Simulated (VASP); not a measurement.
Consider the following.

```
CELL_PARAMETERS angstrom
      4.11594     0.00000     0.00000
      0.00000     4.11594     0.00000
      0.00000     0.00000     4.11594
ATOMIC_POSITIONS crystal
  Cs 0.00000 0.00000 0.00000
  Cl 0.50000 0.50000 0.50000
```

All values below come from PBE GGA, VASP's PBE PAW potentials (set 64) (plane waves; VASP 6.6.1). Run with 300 eV cut-off, 4×4×4 Γ-centred mesh, Fermi-Dirac smearing of 0.010 eV, potentials Cs_sv Cl.

Unless said otherwise, spin-orbit coupling is left out, though it shifts the bands of the heavy elements here.

Task: Give the energies of bands 3 to 11 at the high-symmetry points, in eV from the valence-band maximum.

Result: 
| band | Γ | X | M | R |
|---|---|---|---|---|
| 3 | -5.86 | -6.39 | -6.64 | -6.40 |
| 4 | -5.86 | -5.72 | -6.64 | -6.40 |
| 5 | -5.86 | -5.72 | -5.63 | -6.40 |
| 6 | 0.00 | -1.18 | -0.43 | -1.11 |
| 7 | 0.00 | -0.24 | -0.43 | -1.11 |
| 8 | 0.00 | -0.24 | -0.06 | -1.11 |
| 9 | 5.28 | 6.41 | 5.95 | 8.52 |
| 10 | 5.39 | 7.63 | 6.03 | 8.52 |
| 11 | 5.39 | 8.92 | 7.99 | 8.52 |

The gap is direct, 5.28 eV, from the valence maximum at Γ to the conduction minimum at Γ.

The structure comes from a computed database's CsCl entry; how it stands against other phases isn't given here. The cell was not relaxed at this level.
